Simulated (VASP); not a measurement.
Input of a VASP 6.6.1 run:

Contents of INCAR:

```
SYSTEM = Hf
PREC = Accurate ; ENCUT = 520
EDIFF = 1E-7 ; ISMEAR = 0
SIGMA = 0.05 ; LREAL = .FALSE.
LASPH = .TRUE. ; NELM = 100
ALGO = Normal ; ISIF = 2
LWAVE = .FALSE. ; LCHARG = .TRUE.
LDIPOL = .TRUE. ; IDIPOL = 3
DIPOL = 0.5 0.5 0.500 ; GGA = PE
LELF = .TRUE. ; LVHAR = .TRUE.
LVACPOTAV = .TRUE.
```

The input KPOINTS:

```
regular mesh
0
G
  10 10 1
  0 0 0
```

Contents of POSCAR:

```
Hf
1.0
    3.1966985242      0.0000000000      0.0000000000
   -1.5983492621      2.7684221302      0.0000000000
    0.0000000000      0.0000000000     30.1734000000
Hf
7
Direct
    0.6666666667      0.3333333334      0.2485633041
    0.3333333333      0.6666666666      0.3323755361
    0.6666666667      0.3333333334      0.4161877680
    0.3333333333      0.6666666666      0.5000000000
    0.6666666667      0.3333333334      0.5838122320
    0.3333333333      0.6666666666      0.6676244639
    0.6666666667      0.3333333334      0.7514366959
```

Potentials or basis: VASP PAW PBE potentials, release 64 (Hf_pv).

Launch:

```console
$ cat potpaw_PBE.64/Hf_pv/POTCAR > POTCAR
$ mpirun -np 1 vasp_std > vasp.out
```

Task: Predict the work function of the upper face.

Result: 4.38 eV.

Task: Estimate the work function of the lower face.

Result: 4.38 eV.

Task: Estimate the band gap on the k mesh.

Result: None (metal or under the smearing width).

Task: Predict the largest force.

Result: 0.781 eV/Å.

Forces in eV/Å, atoms in the order of the input:
```
Hf   0.000  0.000  0.662
Hf   0.000  0.000 -0.781
Hf   0.000  0.000  0.140
Hf   0.000  0.000  0.000
Hf   0.000  0.000 -0.140
Hf   0.000  0.000  0.781
Hf   0.000  0.000 -0.662
```

Spin-orbit coupling is left out, which matters for the levels of Hf.
